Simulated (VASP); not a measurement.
Here is the system:

```
TaV2
1.0
    0.00000     3.58000     3.58000
    3.58000     0.00000     3.58000
    3.58000     3.58000     0.00000
Ta V
2 4
Direct
  0.00000   0.00000   0.00000
  0.25000   0.25000   0.25000
  0.62500   0.62500   0.62500
  0.12500   0.62500   0.62500
  0.62500   0.62500   0.12500
  0.62500   0.12500   0.62500
```
Starting moments (μB, in the order of the record's atoms Ta Ta V V V V): 0.0 0.0 2.0 2.0 2.0 2.0.

Calculation: PBEsol GGA, VASP's PBE PAW potentials (set 64) (plane waves; VASP 6.6.1). Settings: 300 eV cut-off, 5×5×5 Γ-centred mesh, Fermi-Dirac smearing of 0.10 eV, potentials Ta_pv V_sv.

At this cut-off the stress carries a Pulay error, which pulls relaxed volumes low. Unless said otherwise, spin-orbit coupling is left out, though it shifts the bands of the heavy elements here.

**Question.** Estimate the cell moment, energy per atom (σ→0), pressure, band gap (on the k-mesh) with the smallest direct gap where there is one.

**Answer.** 
```json
{
  "band gap (on the k-mesh)": "none (metal, semimetal or under 0.01 eV)",
  "cell_moment": "0.00 μB",
  "energy per atom (σ→0)": "-10.708 eV/atom",
  "pressure": "-9.08 GPa"
}
```

Total energies compare only between runs with the same potentials, cut-off and functional.

The structure comes from a measured TaV2 entry of the Crystallography Open Database, whose conditions weren't checked. The cell was not relaxed at this level. The k-mesh is coarse (spacing up to 0.30 per Å, 2π included), so the numbers may not be converged in it.
